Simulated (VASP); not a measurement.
# MgO: lattice, stiffness and zone-centre modes, part 2 of 2

What lattice, stiffness and vibrations does MgO have at one level of theory? The starting structure is a measured crystal structure from the Crystallography Open Database. All runs use PBEsol.

VASP 6.6.1.

So far. Step 3 (Elastic constants): The elastic tensor has C11 = 302.5, C12 = 92.4, C44 = 146.9 GPa; its Hill averages are a bulk modulus of 162.4 and a shear modulus of 128.5 GPa. Step 4 (Modes of the relaxed cell): The zone-centre modes at 9.319 Å³ an atom are T1u 393.7 cm⁻¹.

### Step 5. Modes at 0.97 of that volume

Level of this step: PBEsol; plane waves and PAW (Mg, O) (VASP).

Shape and positions were first relaxed at this volume, in a run that isn't shown.

Input file INCAR:

```
SYSTEM = MgO
PREC = Accurate
ENCUT = 560
EDIFF = 1E-08
NELM = 100
ISMEAR = 0
SIGMA = 0.03
LREAL = .FALSE.
ALGO = Normal
GGA = PS
NBANDS = 10
LORBIT = 11
LWAVE = .FALSE.
LCHARG = .FALSE.
KPAR = 4
IBRION = 8
LEPSILON = .TRUE.
LPEAD = .TRUE.
ISIF = 2
```

Input file POSCAR:

```
MgO
1.0
    0.0000000000      2.0830901562      2.0830901562
    2.0830901562      0.0000000000      2.0830901562
    2.0830901562      2.0830901562      0.0000000000
Mg O
1 1
Direct
    0.0000000000      0.0000000000      0.0000000000
    0.5000000000      0.5000000000      0.5000000000
```

Input file KPOINTS:

```
Automatic mesh
0
Gamma
18 18 18
0 0 0
```

The projector-augmented-wave data sets are Mg and O (PBE family, release 64).

Launch:

```sh
> mpirun -np 4 vasp_std
```

What it wrote:

```text
[... set-up lines as in an earlier step ...]
 entering main loop
       N       E                     dE             d eps       ncg     rms          rms(c)
DAV:   1     0.149952278976E+02    0.14995E+02   -0.48705E+03  4420   0.758E+02
DAV:   2    -0.132967043436E+02   -0.28292E+02   -0.27288E+02  4482   0.146E+02
DAV:   3    -0.138965078736E+02   -0.59980E+00   -0.59927E+00  4520   0.192E+01
DAV:   4    -0.138979586864E+02   -0.14508E-02   -0.14508E-02  4364   0.106E+00
[...]
DAV:  13    -0.125036677165E+02   -0.64817E-07   -0.11081E-08  2320   0.764E-04    0.498E-05
DAV:  14    -0.125036677050E+02    0.11564E-07   -0.19636E-10  2144   0.134E-04    0.247E-05
DAV:  15    -0.125036677060E+02   -0.10230E-08   -0.67658E-11  2106   0.519E-05
   1 F= -.12503668E+02 E0= -.12503668E+02  d E =-.203756E-34
 Linear response reoptimize wavefunctions to high precision
DAV:   1    -0.125036677057E+02    0.25852E-09   -0.34214E-12  2214   0.175E-05
DAV:   2    -0.125036677057E+02    0.20464E-11   -0.45442E-14  2080   0.399E-06
 Linear response to external field (no local field effect), progress :
[...]
first order change of Fermi-energy   0.92993E-04
 force on displaced ion       1 direction 1 :  -6.324   0.000   0.000
 Born effective charge ion    1 direction 1 :   1.953   0.000   0.000
 Linear response progress:
  Degree of freedom:   2/  2
       N       E                     dE             d eps       ncg     rms          rms(c)
RMM:   1    -0.353735487512E+00   -0.35374E+00    0.38811E-01 17273   0.426E+00
RMM:   2    -0.353916620613E+00   -0.18113E-03   -0.18359E-03 15217   0.350E-01    0.130E-01
RMM:   3    -0.355396319954E+00   -0.14797E-02   -0.33408E-04 14578   0.136E-01    0.708E-02
RMM:   4    -0.357604793568E+00   -0.22085E-02   -0.34668E-04 13809   0.142E-01    0.190E-02
RMM:   5    -0.357625981405E+00   -0.21188E-04   -0.44356E-06 15803   0.219E-02    0.157E-03
RMM:   6    -0.357623783066E+00    0.21983E-05   -0.79435E-08 16633   0.205E-03    0.904E-04
RMM:   7    -0.357615347583E+00    0.84355E-05   -0.26632E-08 16357   0.811E-04    0.920E-05
RMM:   8    -0.357615353378E+00   -0.57955E-08   -0.21239E-08 16311   0.101E-04    0.291E-05
 first order change of Fermi-energy   0.15727E-02
 force on displaced ion       2 direction 1 :  -6.331   0.000   0.000
 Born effective charge ion    2 direction 1 :  -1.953   0.000   0.000
 Born effective charges drift removed
 Linear response finished
```

Elapsed: 66 s, on 4 MPI ranks of Intel Xeon Platinum 8488C (Sapphire Rapids), shared host; peak memory 2.3 GiB.

From OUTCAR (step 5):

```text
  Total        0.5944542      0.5944542      0.5944542      0.0000000      0.0000000      0.0000000
  in kB       52.6835231     52.6835231     52.6835231      0.0000000      0.0000000      0.0000000
  external PRESSURE =      52.6835231 kB  Pullay stress =       0.0000000 kB

 POSITION                                       TOTAL-FORCE (eV/Angst)
 -----------------------------------------------------------------------------------
      0.00000      0.00000      0.00000         0.000000      0.000000      0.000000
      2.08309      2.08309      2.08309         0.000000      0.000000      0.000000
 -----------------------------------------------------------------------------------
    total drift:                               -0.000000     -0.000000      0.000000

 MACROSCOPIC STATIC DIELECTRIC TENSOR (including local field effects in DFT)
 ------------------------------------------------------
           3.124087     0.000000    -0.000000
           0.000000     3.124087     0.000000
          -0.000000    -0.000000     3.124087
 ------------------------------------------------------

 MACROSCOPIC STATIC DIELECTRIC TENSOR IONIC CONTRIBUTION
 ------------------------------------------------------
           6.030798     0.000000     0.000000
           0.000000     6.030798     0.000000
           0.000000     0.000000     6.030798
 ------------------------------------------------------

[... 1 part as in an earlier step ...]

[... 1 further part left out ...]
```

The zone-centre modes at 9.039 Å³ an atom are T1u 422.3 cm⁻¹.

### Step 6. Modes at 1.03 of that volume

Shape and positions were first relaxed at this volume, in a run that isn't shown.

INCAR is that of step 5.

Input file POSCAR:

```
MgO
1.0
    0.0000000000      2.1251841267      2.1251841267
    2.1251841267      0.0000000000      2.1251841267
    2.1251841267      2.1251841267      0.0000000000
Mg O
1 1
Direct
    0.0000000000      0.0000000000      0.0000000000
    0.5000000000      0.5000000000      0.5000000000
```

KPOINTS is that of step 5.

Launch:

```sh
> mpirun -np 4 vasp_std
```

What it wrote:

```text
[... set-up lines as in an earlier step ...]
 entering main loop
       N       E                     dE             d eps       ncg     rms          rms(c)
DAV:   1     0.155641082971E+02    0.15564E+02   -0.47861E+03  4412   0.755E+02
DAV:   2    -0.131995500230E+02   -0.28764E+02   -0.27534E+02  4430   0.143E+02
DAV:   3    -0.138853221462E+02   -0.68577E+00   -0.68505E+00  4656   0.202E+01
DAV:   4    -0.138869665234E+02   -0.16444E-02   -0.16443E-02  4280   0.111E+00
[...]
DAV:  13    -0.125067168759E+02   -0.59082E-07   -0.14045E-08  2452   0.927E-04    0.500E-05
DAV:  14    -0.125067168646E+02    0.11294E-07   -0.20049E-10  2154   0.142E-04    0.296E-05
DAV:  15    -0.125067168648E+02   -0.23925E-09   -0.91668E-11  2106   0.633E-05
   1 F= -.12506717E+02 E0= -.12506717E+02  d E =-.851495E-14
 Linear response reoptimize wavefunctions to high precision
DAV:   1    -0.125067168645E+02    0.27092E-09   -0.33953E-12  2230   0.155E-05
DAV:   2    -0.125067168645E+02    0.21600E-10    0.20404E-13  2094   0.379E-06
 Linear response to external field (no local field effect), progress :
[...]
RMM:   7    -0.183620875103E-02    0.93706E-08   -0.57172E-10 15764   0.220E-04    0.206E-05
 first order change of Fermi-energy   0.51802E-04
 force on displaced ion       1 direction 1 :  -4.737   0.000   0.000
 Born effective charge ion    1 direction 1 :   1.977   0.000   0.000
 Linear response progress:
  Degree of freedom:   2/  2
       N       E                     dE             d eps       ncg     rms          rms(c)
RMM:   1    -0.354117250150E+00   -0.35412E+00    0.38542E-01 17396   0.426E+00
RMM:   2    -0.354310069902E+00   -0.19282E-03   -0.18194E-03 15221   0.347E-01    0.123E-01
RMM:   3    -0.355708484369E+00   -0.13984E-02   -0.30235E-04 14635   0.128E-01    0.680E-02
RMM:   4    -0.357793738567E+00   -0.20853E-02   -0.31963E-04 13860   0.136E-01    0.182E-02
[...]
RMM:   9    -0.357779276267E+00   -0.10025E-06   -0.45962E-09 16856   0.531E-05    0.364E-06
RMM:  10    -0.357779252184E+00    0.24084E-07   -0.45846E-09 14949   0.159E-05    0.844E-07
RMM:  11    -0.357779252621E+00   -0.43702E-09   -0.45875E-09 10470   0.143E-05    0.835E-08
 first order change of Fermi-energy   0.12545E-02
 force on displaced ion       2 direction 1 :  -4.760   0.000   0.000
 Born effective charge ion    2 direction 1 :  -1.977   0.000   0.000
 Born effective charges drift removed
 Linear response finished
```

Wall time 71 s (4 MPI ranks); peak memory 2.4 GiB.

OUTCAR, selected parts (step 6):

```text
  Total       -0.5328151     -0.5328151     -0.5328151     -0.0000000     -0.0000000     -0.0000000
  in kB      -44.4700286    -44.4700286    -44.4700286     -0.0000000     -0.0000000     -0.0000000
  external PRESSURE =     -44.4700286 kB  Pullay stress =       0.0000000 kB

 POSITION                                       TOTAL-FORCE (eV/Angst)
 -----------------------------------------------------------------------------------
      0.00000      0.00000      0.00000         0.000000     -0.000000      0.000000
      2.12518      2.12518      2.12518        -0.000000      0.000000     -0.000000
 -----------------------------------------------------------------------------------
    total drift:                               -0.000000     -0.000000      0.000000

 MACROSCOPIC STATIC DIELECTRIC TENSOR (including local field effects in DFT)
 ------------------------------------------------------
           3.199891    -0.000000     0.000000
           0.000000     3.199891     0.000000
          -0.000000    -0.000000     3.199891
 ------------------------------------------------------

 MACROSCOPIC STATIC DIELECTRIC TENSOR IONIC CONTRIBUTION
 ------------------------------------------------------
           7.762267    -0.000000     0.000000
          -0.000000     7.762267    -0.000000
           0.000000    -0.000000     7.762267
 ------------------------------------------------------

[... 1 part as in an earlier step ...]

[... 1 further part left out ...]
```

The zone-centre modes at 9.598 Å³ an atom are T1u 365.9 cm⁻¹.

### Step 7. All runs side by side

```
                         run  volume (Å³/atom)    T1u  core minutes
                  relaxation             9.319      -         0.293
           elastic constants             9.319      -          6.53
   modes of the relaxed cell             9.319  393.7           4.8
modes at 0.97 of that volume             9.039  422.3           4.4
modes at 1.03 of that volume             9.598  365.9          4.73
```

Modes are in cm⁻¹, degenerate ones as one, matched by symmetry and order. A number in brackets counts the listed modes of one symmetry from the lowest. The symmetry labels come from an automatic analysis and can be wrong where levels nearly coincide. Core minutes are wall time times ranks of the run shown, on a shared host.

### Step 8. Results

```json
{
 "relaxed volume": "9.319 Å³/atom",
 "bulk modulus from two volumes": "161 GPa",
 "Hill shear modulus": "128 GPa",
 "mode T1u": "393.7 cm⁻¹",
 "Grüneisen parameter of T1u": "2.39"
}
```

In words: At the PBEsol level MgO relaxes to 9.32 Å³ an atom. The bulk modulus is 161.5 GPa from the pressures at two volumes and 162.4 GPa as the Hill average of the elastic tensor, so the two routes agree. The mode Grüneisen parameters, from the cells at 0.97 and 1.03 of the volume, come to 2.39 (T1u). The dielectric constants and Born charges in the logs aren't compared here; at a small gap they can be far off, and in a run without a gap they mean nothing. The frequencies are harmonic, and the splitting of polar modes by their long-range field is left out. All values are for a static lattice. Further runs on this material are not shown.

[Lines on the potential files, build, host, timing and source positions are cut from VASP's logs without a mark.]

[Logs are printed without paths, hosts, clocks, repeated set-up lines and the standing remarks that a program may print on its own settings, such as how far it seeks lower states.]

[Hosts, paths, dates, database ids (printed as entryN), source tags and the programs' standing remarks are cut or masked in the printed files.]
